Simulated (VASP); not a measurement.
Set up this calculation in VASP 6.6.1, as the native input.

| Quantity | Value |
| --- | --- |
| Task | single point |
| Functional | r2SCAN |
| Potentials or basis | VASP PAW PBE potentials, release 64 (Mg, Cd, S) |
| Cutoff | 520 eV |
| k mesh | 8 × 8 × 8 |
| Occupations | gaussian, width 0.03 eV |
| Spin | no spin polarisation |
| Further INCAR settings | ALGO = Normal; EDIFF = 1e-06; NBANDS = 31 |

The structure of MgCd2S3 lies in POSCAR:

```
MgCd2S3
1.0
   -2.0727200000      2.0727200000      8.7538100000
    2.0727200000     -2.0727200000      8.7538100000
    2.0727200000      2.0727200000     -8.7538100000
Mg Cd S
1 2 3
Direct
    0.0000000000      0.0000000000      0.0000000000
    0.6637310000      0.6637310000      0.0000000000
    0.3362690000      0.3362690000      0.0000000000
    0.9228320000      0.4228320000      0.5000000000
    0.5771680000      0.0771680000      0.5000000000
    0.2500000000      0.7500000000      0.5000000000
```

The cell was built by a generator and needn't be a form met in nature.

The input as run:

INCAR

```
PREC = Accurate ; ENCUT = 520
EDIFF = 1E-6 ; ISMEAR = 0
SIGMA = 0.03 ; LREAL = False
LASPH = True ; NELM = 150
ALGO = Normal ; ISIF = 2
LWAVE = False ; LCHARG = False
METAGGA = R2SCAN ; LMIXTAU = True
NBANDS = 31 ; KPAR = 4
```

KPOINTS

```
regular mesh
0
Gamma
  8 8 8
```

Potentials or basis: VASP PAW PBE potentials, release 64 (Mg, Cd, S).

Launch:

```console
$ cat potpaw_PBE.64/Mg/POTCAR potpaw_PBE.64/Cd/POTCAR potpaw_PBE.64/S/POTCAR > POTCAR
$ mpirun -np 4 vasp_std > vasp.out
```

Results of the run:

```yaml
Pressure: -1.4 GPa
Largest_force: 0.013 eV/Å
Band_gap_on_the_k_mesh: 2.12 eV, direct
```

Caveat: the PAW data sets were made with another functional, which shifts forces and pressure a little.

Run time: 15 min on 4 MPI ranks on Intel(R) Xeon(R) 6975P-C (Granite Rapids) (shared host), peak memory 0.96 GiB a rank.
